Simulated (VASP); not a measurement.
```xyz
3
Lattice="1.6918 -2.9303 0.0000 1.6918 2.9303 0.0000 0.0000 0.0000 5.6917" Properties=species:S:1:pos:R:3 pbc="T T T"
Ti     0.0000     0.0000     0.0000
S      1.6918     0.9768     1.4284
S      1.6918    -0.9768     4.2634
```

Calculation: rev-vdW-DF2, VASP's PBE PAW potentials (set 64) (plane waves; VASP). Run with 520 eV cut-off, 9×9×5 Γ-centred mesh, first-order Methfessel-Paxton smearing of 0.10 eV, potentials Ti_sv S.

### Question
What does the run give for the energy per atom (σ→0), band gap (on the k-mesh) with the smallest direct gap where there is one?

### Answer

```
Property                                                    Result
------------------------  ----------------------------------------
band gap (on the k-mesh)  none (metal, semimetal or under 0.01 eV)
energy per atom (σ→0)                               -5001 meV/atom
```

The compound is TiS2 in the 1T layered structure. It was relaxed first. The start is the result of an earlier pass.
